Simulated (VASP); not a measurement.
Method: PBEsol GGA, VASP's PBE PAW potentials (set 64) (plane waves; VASP).

VASP input:

### POSCAR
```
TiC
1
    0.0000000000     2.1904819920     2.1475313647
    2.1904819920     0.0000000000     2.1475313647
    2.1904819920     2.1904819920     0.0000000000
Ti C
1 1
Direct
  0.0000000000   0.0000000000   0.0000000000
  0.5000000000   0.5000000000   0.5000000000
```

INCAR:
```
! general
SYSTEM  = TiC
PREC    = Accurate
ENCUT   = 600
LREAL   = .False.
LASPH   = .True.

! electronic loop
EDIFF   = 1E-7
NELM    = 100
ALGO    = Normal
LMAXMIX = 4

! smearing
ISMEAR  = 1
SIGMA   = 0.1

! functional
GGA     = PS

! ions
ISIF    = 2

! output
LWAVE   = .False.
LCHARG  = .False.
```

KPOINTS:
```
Automatic mesh
0
gamma
  14 14 14
```

POTCAR, in this order: Ti_sv C (PBE.64 set). Program: vasp_std.

The resulting files:

OSZICAR:
```
       N       E                     dE             d eps       ncg     rms          rms(c)
DAV:   1     0.125724965265E+03    0.12572E+03   -0.92689E+03  5856   0.176E+03
DAV:   2    -0.144180804383E+02   -0.14014E+03   -0.13384E+03  6060   0.402E+02
DAV:   3    -0.247192479891E+02   -0.10301E+02   -0.97952E+01  7704   0.101E+02
DAV:   4    -0.252188978742E+02   -0.49965E+00   -0.49875E+00  7688   0.211E+01
DAV:   5    -0.252360278972E+02   -0.17130E-01   -0.17130E-01  7920   0.347E+00    0.186E+01
DAV:   6    -0.204381371014E+02    0.47979E+01   -0.30884E+01  7004   0.699E+01    0.700E+00
DAV:   7    -0.198245346034E+02    0.61360E+00   -0.45628E+00  7120   0.274E+01    0.487E+00
DAV:   8    -0.197785980995E+02    0.45937E-01   -0.16202E-01  6276   0.549E+00    0.272E+00
DAV:   9    -0.197770586504E+02    0.15394E-02   -0.14367E-01  6440   0.464E+00    0.883E-01
DAV:  10    -0.197726755697E+02    0.43831E-02   -0.17482E-02  7928   0.205E+00    0.548E-01
DAV:  11    -0.197713445903E+02    0.13310E-02   -0.83646E-03  6308   0.134E+00    0.117E-01
DAV:  12    -0.197712539399E+02    0.90650E-04   -0.68926E-04  6488   0.431E-01    0.380E-02
DAV:  13    -0.197712362911E+02    0.17649E-04   -0.40647E-05  8908   0.872E-02    0.107E-02
DAV:  14    -0.197712352548E+02    0.10363E-05   -0.23921E-06  6476   0.180E-02    0.188E-03
DAV:  15    -0.197712351808E+02    0.73951E-07   -0.29418E-07  6872   0.537E-03
   1 F= -.19771235E+02 E0= -.19771254E+02  d E =0.568179E-04
```

### OUTCAR
```
------------------------ aborting loop because EDIFF is reached ----------------------------------------
  FORCE on cell =-STRESS in cart. coord.  units (eV):
  Direction    XX          YY          ZZ          XY          YZ          ZX
  --------------------------------------------------------------------------------------
  Total       -1.5575531     -1.5575531     -0.6332689      0.0000000      0.0000000      0.0000000
  in kB     -121.0889601   -121.0889601    -49.2322657      0.0000000      0.0000000      0.0000000
  external PRESSURE =     -97.1367286 kB  Pullay stress =       0.0000000 kB
  volume of cell :       20.61
      direct lattice vectors                 reciprocal lattice vectors
     0.000000000  2.190481992  2.147531365    -0.228260265  0.228260265  0.232825470
     2.190481992  0.000000000  2.147531365     0.228260265 -0.228260265  0.232825470
     2.190481992  2.190481992  0.000000000     0.228260265  0.228260265 -0.232825470
 POSITION                                       TOTAL-FORCE (eV/Angst)
 -----------------------------------------------------------------------------------
      0.00000      0.00000      0.00000        -0.000000      0.000000      0.000000
      2.19048      2.19048      2.14753         0.000000     -0.000000     -0.000000
 -----------------------------------------------------------------------------------
    total drift:                               -0.000000      0.000000      0.000000
  FREE ENERGIE OF THE ION-ELECTRON SYSTEM (eV)
  ---------------------------------------------------
  free  energy   TOTEN  =       -19.7712351808 eV

  energy  without entropy=      -19.7712919987  energy(sigma->0) =      -19.77125412
```
(Selected blocks of OUTCAR.)

The compound is TiC in the rock salt structure. This cell was strained or had an atom moved on purpose.
